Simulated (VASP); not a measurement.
```yaml
crystal:
  lattice:
    - [5.06586, 0.00000, 0.00000]
    - [0.00000, 1.53816, 8.17020]
    - [0.00000, -1.53816, 8.17020]
  atoms:
    - { symbol: Mg, position: [0.50000, 0.00013, 0.00013] }
    - { symbol: Mg, position: [0.50000, 0.67006, 0.67006] }
    - { symbol: Mg, position: [0.50000, 0.32783, 0.32783] }
    - { symbol: Mg, position: [0.00000, 0.88492, 0.88492] }
    - { symbol: Mg, position: [0.00000, 0.56150, 0.56150] }
    - { symbol: Ti, position: [0.00000, 0.22224, 0.22224] }
```

Level of theory: PBEsol GGA, VASP's PBE PAW potentials (set 64) (plane waves; VASP 6.6.1). Settings: 400 eV cut-off, 7×11×11 Γ-centred mesh, tetrahedra with Blöchl corrections, potentials Mg Ti_sv.

The cores are frozen, which limits the accuracy of field gradients. The run has a spin-polarised start.

Problem. Give the principal components of the electric field gradient (V/Å²) and the asymmetry η at each nucleus.

Solution. 
```csv
atom,Vxx,Vyy,Vzz,η
Mg1,-2.8,-1.5,4.3,0.30
Mg2,9.7,0.6,-10.3,0.88
Mg3,-5.9,-0.2,6.1,0.93
Mg4,4.1,0.9,-5.1,0.64
Mg5,4.5,1.4,-5.9,0.51
Ti6,12.7,11.1,-23.8,0.07
```

The structure comes from a computed database's Mg5Ti entry (Amm2); how it stands against other phases isn't given here. It was relaxed first.
